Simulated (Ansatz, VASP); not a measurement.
# Cross-check of AlNi between VASP and Ansatz, part 2 of 2

Aim: how closely do two programs agree when they are given the same cell, functional and k mesh? The cell is taken from a series of runs on this material, whose earlier steps may have relaxed, scaled, displaced or heated it; both programs get it as it stands.

VASP 6.6.1 and Ansatz 0.2.0.

So far: The starting structure; Ansatz: zone-centre phonons, PBEsol.

## 3. VASP: zone-centre phonons, PBEsol

Level of this step: PBEsol, no spin polarisation; plane waves and PAW (Al, Ni) (VASP).

The same cell, functional, mesh and smearing now go to VASP, with its own data sets.

Lines of VASP's logs that name or quote its potential files are left out, and so is its time.

INCAR reads:

```
SYSTEM = AlNi
PREC = Accurate
ENCUT = 600
EDIFF = 1E-08
NELM = 120
ISMEAR = 1
SIGMA = 0.2
LREAL = .FALSE.
ALGO = Normal
GGA = PS
NBANDS = 12
LASPH = .TRUE.
LORBIT = 11
LWAVE = .FALSE.
LCHARG = .FALSE.
ISIF = 2
IBRION = 8
GGA_COMPAT = .FALSE.
KPAR = 2
```

POSCAR reads:

```
AlNi
1.0
    2.8045042962      0.0000000000      0.0000000000
    0.0000000000      2.8045042962      0.0000000000
    0.0000000000      0.0000000000      2.9425889234
Al Ni
1 1
Direct
    0.0000000000      0.0000000000      0.0000000000
    0.5000000000      0.5000000000      0.5000000000
```

KPOINTS reads:

```
Automatic mesh
0
Gamma
16 16 16
0 0 0
```

The projector-augmented-wave data sets are Al and Ni (PBE family, release 64).

Launch:

```
$ mpirun -np 2 vasp_std
```

Numbers of over 12 decimals in the logs are rounded to 6 here.

The log of the run:

```text
[banner, memory and clock lines left out]
running    2 mpi-ranks, on    1 nodes
 distrk:  each k-point on    1 cores,    2 groups
 distr:  one band on    1 cores,    1 groups

 POSCAR found type information on POSCAR AlNi
 POSCAR found :  2 types and       2 ions
|                                                                             |
|               ----> ADVICE to this user running VASP <----                  |
|                                                                             |
|     You enforced a specific xc type in the INCAR file but a different       |
|     [... a line on the potential file left out ...]
|     I HOPE YOU KNOW WHAT YOU ARE DOING!                                     |
|                                                                             |

 LDA part: xc-table for (Slater+PW92), standard interpolation
 POSCAR, INCAR and KPOINTS ok, starting setup
 FFT: planning ... GRIDC
 FFT: planning ... GRID_SOFT
 FFT: planning ... GRID
 WAVECAR not read
 entering main loop
       N       E                     dE             d eps       ncg     rms          rms(c)
DAV:   1     0.434623942564E+02    0.43462E+02   -0.61242E+03  9800   0.128E+03
DAV:   2    -0.114943141642E+02   -0.54957E+02   -0.50773E+02  9980   0.207E+02
DAV:   3    -0.132184308755E+02   -0.17241E+01   -0.17024E+01 11752   0.428E+01
DAV:   4    -0.132430893737E+02   -0.24658E-01   -0.24649E-01 10888   0.461E+00
DAV:   5    -0.132438165928E+02   -0.72722E-03   -0.72720E-03 11728   0.874E-01    0.130E+01
DAV:   6    -0.152326464054E+02   -0.19888E+01   -0.54465E+01 10800   0.118E+02    0.162E+01
DAV:   7    -0.116059853307E+02    0.36267E+01   -0.15707E+01 10908   0.700E+01    0.114E+00
DAV:   8    -0.115905072933E+02    0.15478E-01   -0.36972E-01 11836   0.722E+00    0.102E+00
DAV:   9    -0.115755484436E+02    0.14959E-01   -0.48335E-02 11796   0.319E+00    0.218E-01
DAV:  10    -0.115750257148E+02    0.52273E-03   -0.20420E-03 12080   0.683E-01    0.806E-02
DAV:  11    -0.115750283848E+02   -0.26700E-05   -0.62089E-05 11496   0.718E-02    0.252E-02
DAV:  12    -0.115750268323E+02    0.15524E-05   -0.75459E-06 12648   0.452E-02    0.409E-03
DAV:  13    -0.115750264576E+02    0.37476E-06   -0.23411E-07 13560   0.483E-03    0.135E-03
DAV:  14    -0.115750264504E+02    0.71709E-08   -0.26534E-08  6948   0.202E-03
   1 F= -.11575026E+02 E0= -.11574902E+02  d E =-.373061E-03
 Linear response reoptimize wavefunctions to high precision
DAV:   1    -0.115750264718E+02   -0.21402E-07   -0.59286E-09 11032   0.125E-03
DAV:   2    -0.115750264718E+02   -0.12278E-10   -0.63058E-11  5560   0.754E-05
 Linear response DOF=           4
 Linear response progress:
  Degree of freedom:   1/  4
       N       E                     dE             d eps       ncg     rms          rms(c)
RMM:   1    -0.555938564959E-02   -0.55594E-02    0.10259E-03 38984   0.613E-01
RMM:   2    -0.525761989502E-02    0.30177E-03   -0.15131E-04 26712   0.219E-01    0.566E-02
RMM:   3    -0.525416588127E-02    0.34540E-05   -0.88645E-05 28632   0.758E-02    0.288E-02
RMM:   4    -0.532594348381E-02   -0.71778E-04   -0.36813E-05 28502   0.466E-02    0.577E-03
RMM:   5    -0.533192811919E-02   -0.59846E-05   -0.18083E-06 29119   0.107E-02    0.189E-03
RMM:   6    -0.533303508611E-02   -0.11070E-05    0.82840E-08 29099   0.242E-03    0.660E-04
RMM:   7    -0.533297419676E-02    0.60889E-07   -0.13674E-08 27342   0.104E-03    0.528E-04
RMM:   8    -0.533281593922E-02    0.15826E-06    0.28946E-09 30373   0.348E-04    0.239E-04
RMM:   9    -0.533308378440E-02   -0.26785E-06   -0.18347E-11 30347   0.116E-04    0.958E-06
RMM:  10    -0.533306227578E-02    0.21509E-07    0.50124E-10 30741   0.409E-05    0.102E-05
RMM:  11    -0.533307646344E-02   -0.14188E-07   -0.26281E-11 30496   0.185E-05    0.283E-06
RMM:  12    -0.533307404770E-02    0.24157E-08    0.23315E-12 30346   0.932E-06    0.334E-07
 first order change of Fermi-energy   0.23831E-04
 force on displaced ion       1 direction 1 :  -6.455   0.000   0.000
 Linear response progress:
  Degree of freedom:   2/  4
       N       E                     dE             d eps       ncg     rms          rms(c)
RMM:   1    -0.641119617206E-02   -0.64112E-02    0.57192E-03 21462   0.701E-01
RMM:   2    -0.608794601508E-02    0.32325E-03   -0.91882E-06 14703   0.255E-01    0.647E-02
RMM:   3    -0.608124520055E-02    0.67008E-05   -0.13770E-04 15848   0.932E-02    0.311E-02
RMM:   4    -0.616088501832E-02   -0.79640E-04   -0.50091E-05 15801   0.540E-02    0.647E-03
RMM:   5    -0.616797262104E-02   -0.70876E-05   -0.29867E-06 15954   0.129E-02    0.166E-03
RMM:   6    -0.616811721128E-02   -0.14459E-06   -0.14490E-07 16400   0.252E-03    0.747E-04
RMM:   7    -0.616798481355E-02    0.13240E-06   -0.15139E-08 16350   0.716E-04    0.464E-04
RMM:   8    -0.616804884852E-02   -0.64035E-07   -0.22618E-09 15511   0.339E-04    0.266E-04
RMM:   9    -0.616822685927E-02   -0.17801E-06   -0.79158E-10 16833   0.121E-04    0.191E-05
RMM:  10    -0.616819455384E-02    0.32305E-07   -0.24235E-10 17012   0.348E-05    0.271E-05
RMM:  11    -0.616820519046E-02   -0.10637E-07    0.50747E-11 16725   0.137E-05    0.347E-06
RMM:  12    -0.616820330009E-02    0.18904E-08    0.14493E-10 15780   0.715E-06    0.291E-07
 first order change of Fermi-energy  -0.19975E-04
 force on displaced ion       1 direction 3 :   0.000  -0.000  -6.682
 Linear response progress:
  Degree of freedom:   3/  4
       N       E                     dE             d eps       ncg     rms          rms(c)
RMM:   1    -0.185609386014E+00   -0.18561E+00   -0.97641E-02 25762   0.267E+00
RMM:   2    -0.184344741135E+00    0.12646E-02   -0.17283E-03 25986   0.496E-01    0.132E-01
RMM:   3    -0.184311649330E+00    0.33092E-04   -0.12480E-04 27789   0.970E-02    0.782E-02
RMM:   4    -0.184708640339E+00   -0.39699E-03   -0.20269E-04 29718   0.112E-01    0.588E-03
RMM:   5    -0.184690863066E+00    0.17777E-04   -0.36905E-06 30453   0.204E-02    0.385E-03
RMM:   6    -0.184682660956E+00    0.82021E-05   -0.20188E-07 27767   0.558E-03    0.276E-03
RMM:   7    -0.184671235075E+00    0.11426E-04   -0.70223E-08 26670   0.371E-03    0.538E-04
RMM:   8    -0.184664786988E+00    0.64481E-05   -0.14747E-08 31292   0.117E-03    0.109E-04
RMM:   9    -0.184664274514E+00    0.51247E-06   -0.18078E-09 31600   0.331E-04    0.320E-05
RMM:  10    -0.184664370835E+00   -0.96321E-07   -0.24731E-09 32157   0.119E-04    0.210E-05
RMM:  11    -0.184664060863E+00    0.30997E-06   -0.20623E-09 32050   0.555E-05    0.420E-06
RMM:  12    -0.184664132647E+00   -0.71784E-07   -0.14292E-09 32424   0.374E-05    0.968E-07
RMM:  13    -0.184664130515E+00    0.21318E-08   -0.13928E-09 29887   0.309E-05    0.467E-07
 first order change of Fermi-energy   0.91241E-03
 force on displaced ion       2 direction 1 :  -6.448   0.000   0.000
 Linear response progress:
  Degree of freedom:   4/  4
       N       E                     dE             d eps       ncg     rms          rms(c)
RMM:   1    -0.187825773588E+00   -0.18783E+00   -0.10098E-01 14349   0.266E+00
RMM:   2    -0.186105152392E+00    0.17206E-02   -0.16842E-03 14367   0.512E-01    0.137E-01
RMM:   3    -0.186146074672E+00   -0.40922E-04   -0.13622E-04 15354   0.990E-02    0.804E-02
RMM:   4    -0.186631146165E+00   -0.48507E-03   -0.18149E-04 16508   0.104E-01    0.590E-03
RMM:   5    -0.186610962653E+00    0.20184E-04   -0.40149E-06 16588   0.225E-02    0.514E-03
RMM:   6    -0.186604311057E+00    0.66516E-05   -0.52351E-07 14821   0.965E-03    0.247E-03
RMM:   7    -0.186590502565E+00    0.13808E-04   -0.23117E-07 17158   0.374E-03    0.532E-04
RMM:   8    -0.186585847627E+00    0.46549E-05   -0.74182E-09 17005   0.955E-04    0.136E-04
RMM:   9    -0.186585016925E+00    0.83070E-06   -0.26043E-09 17321   0.270E-04    0.368E-05
RMM:  10    -0.186584538025E+00    0.47890E-06   -0.10049E-09 17533   0.951E-05    0.219E-05
RMM:  11    -0.186584578129E+00   -0.40105E-07   -0.13379E-09 16338   0.681E-05    0.225E-06
RMM:  12    -0.186584584719E+00   -0.65897E-08   -0.11831E-09 18128   0.373E-05    0.118E-06
 first order change of Fermi-energy   0.24413E-02
 force on displaced ion       2 direction 3 :   0.000  -0.000  -6.694
 Linear response finished
```

Parts of OUTCAR (step 3):

```text
ion  position               nearest neighbor table
   1  0.000  0.000  0.000-   2 2.47   2 2.47   2 2.47   2 2.47   2 2.47   2 2.47   2 2.47   2 2.47

  LATTYP: Found a simple tetragonal cell.
 ALAT       =     2.8045042962
 C/A-ratio  =     1.0492367323

 Subroutine GETGRP returns: Found 16 space group operations
 (whereof 16 operations were pure point group operations)

The static configuration has the point symmetry D_4h.

 Found    405 irreducible k-points:

   k-points           NKPTS =    405   k-points in BZ     NKDIM =    405   number of bands    NBANDS=     12

   dimension x,y,z NGX =    24 NGY =   24 NGZ =   24
   dimension x,y,z NGXF=    48 NGYF=   48 NGZF=   48

   ENCUT  =  600.0 eV  44.10 Ry    6.64 a.u.   5.60  5.60  5.88*2*pi/ulx,y,z

   NELECT =      13.0000    total number of electrons

 k-points in reciprocal lattice and weights: Automatic mesh
   0.00000000  0.00000000  0.00000000       0.000
   0.06250000  0.00000000  0.00000000       0.001
   0.12500000  0.00000000  0.00000000       0.001
   0.18750000  0.00000000  0.00000000       0.001
   0.25000000  0.00000000  0.00000000       0.001
   0.31250000  0.00000000  0.00000000       0.001
   0.37500000  0.00000000  0.00000000       0.001
   0.43750000  0.00000000  0.00000000       0.001
   0.50000000  0.00000000  0.00000000       0.000
[...]
0.50000000  0.43750000  0.50000000       0.001
   0.50000000  0.50000000  0.50000000       0.000

 average (electrostatic) potential at core
       1 -69.3240       2 -80.9658

  Total        0.5444551      0.5444551      0.0107509      0.0000000      0.0000000      0.0000000
  in kB       37.6904079     37.6904079      0.7442410      0.0000000      0.0000000      0.0000000
  external PRESSURE =      25.3750189 kB  Pullay stress =       0.0000000 kB

  energy-cutoff  :      600.00
  volume of cell :       23.14
      direct lattice vectors                 reciprocal lattice vectors
     2.804504296  0.000000000  0.000000000     0.356569252  0.000000000  0.000000000
     0.000000000  2.804504296  0.000000000     0.000000000  0.356569252  0.000000000
     0.000000000  0.000000000  2.942588923     0.000000000  0.000000000  0.339836799

 POSITION                                       TOTAL-FORCE (eV/Angst)
 -----------------------------------------------------------------------------------
      0.00000      0.00000      0.00000         0.000000      0.000000      0.000000
      1.40225      1.40225      1.47129         0.000000      0.000000      0.000000
 -----------------------------------------------------------------------------------
    total drift:                                0.000000      0.000000     -0.000000

 Eigenvectors and eigenvalues of the dynamical matrix
 ----------------------------------------------------

   1 f  =    9.402111 THz    59.075203 2PiTHz  313.620649 cm-1    38.883987 meV
             X         Y         Z           dx          dy          dz
      0.000000  0.000000  0.000000     0.000000   -0.000000   -0.827458
      1.402252  1.402252  1.471294     0.000000    0.000000    0.561527

   2 f  =    9.237192 THz    58.038988 2PiTHz  308.119552 cm-1    38.201938 meV
             X         Y         Z           dx          dy          dz
      0.000000  0.000000  0.000000    -0.000000    0.827832   -0.000000
      1.402252  1.402252  1.471294     0.000000   -0.560976    0.000000

   3 f  =    9.237192 THz    58.038988 2PiTHz  308.119552 cm-1    38.201938 meV
             X         Y         Z           dx          dy          dz
      0.000000  0.000000  0.000000     0.827832    0.000000   -0.000000
      1.402252  1.402252  1.471294    -0.560976   -0.000000    0.000000

   4 f/i=    0.002422 THz     0.015215 2PiTHz    0.080773 cm-1     0.010015 meV
             X         Y         Z           dx          dy          dz
      0.000000  0.000000  0.000000    -0.153831   -0.539472    0.000000
      1.402252  1.402252  1.471294    -0.227009   -0.796099    0.000000

   5 f/i=    0.002422 THz     0.015215 2PiTHz    0.080773 cm-1     0.010015 meV
             X         Y         Z           dx          dy          dz
      0.000000  0.000000  0.000000    -0.539472    0.153831   -0.000000
      1.402252  1.402252  1.471294    -0.796099    0.227009   -0.000000

   6 f/i=    0.003797 THz     0.023855 2PiTHz    0.126641 cm-1     0.015702 meV
             X         Y         Z           dx          dy          dz
      0.000000  0.000000  0.000000    -0.000000    0.000000    0.561527
      1.402252  1.402252  1.471294    -0.000000    0.000000    0.827458

 ELASTIC MODULI CONTR FROM IONIC RELAXATION (kBar)
 Direction    XX          YY          ZZ          XY          YZ          ZX
 --------------------------------------------------------------------------------
 XX           0.0000      0.0000      0.0000      0.0000      0.0000      0.0000
 YY           0.0000      0.0000      0.0000      0.0000      0.0000      0.0000
 ZZ           0.0000      0.0000      0.0000      0.0000      0.0000      0.0000
 XY           0.0000      0.0000      0.0000      0.0000      0.0000      0.0000
 YZ           0.0000      0.0000      0.0000      0.0000      0.0000      0.0000
 ZX           0.0000      0.0000      0.0000      0.0000      0.0000      0.0000
 --------------------------------------------------------------------------------
```

This run has no spin polarisation, so a moment on Ni, if there is one, isn't seen. Its electron count is odd, so without a moment it is a metal by construction.

## 4. Side by side

Known differences besides the potentials themselves: the data sets hold 21 valence electrons in Ansatz (on its PAW soft_1 files) and 13 in VASP; the cutoff is 420 eV in Ansatz and 600 eV in VASP; Ansatz makes its cores anew for this functional, VASP keeps those of its PBE data sets. Total energies have different zeros and are not compared.

Both answers:

```tsv
quantity	Ansatz	VASP	difference
optical mode 1 to 2 (cm⁻¹)	306.9	308.1	-0.39 %
optical mode 3 (cm⁻¹)	312.1	313.6	-0.47 %
```

Modes are paired by rising frequency, not by their patterns, so a pair may set unlike modes beside each other; they are those without the splitting of longitudinal modes.

## 5. Summary of results

| Property | Result |
| --- | --- |
| r.m.s. difference of the optical zone-centre modes, each program's sorted by frequency (zone-centre phonons, PBEsol) | 1.3 cm⁻¹ |

The r.m.s. difference of the optical zone-centre modes, each program's sorted by frequency is 1.3 cm⁻¹ (zone-centre phonons, PBEsol). The data sets hold unlike numbers of valence electrons (21 in Ansatz and 13 in VASP), so part of the differences comes from the potentials. Such differences can come from data sets, numerical settings and the points named under the comparisons, not from the functional's error against experiment.

[Lines on the potential files, build, host, timing and source positions are cut from VASP's logs without a mark.]

[Logs are printed without paths, hosts, clocks, repeated set-up lines and the standing remarks that a program may print on its own settings, such as how far it seeks lower states.]

[Hosts, paths, dates, database ids (printed as entryN), source tags and the programs' standing remarks are cut or masked in the printed files.]
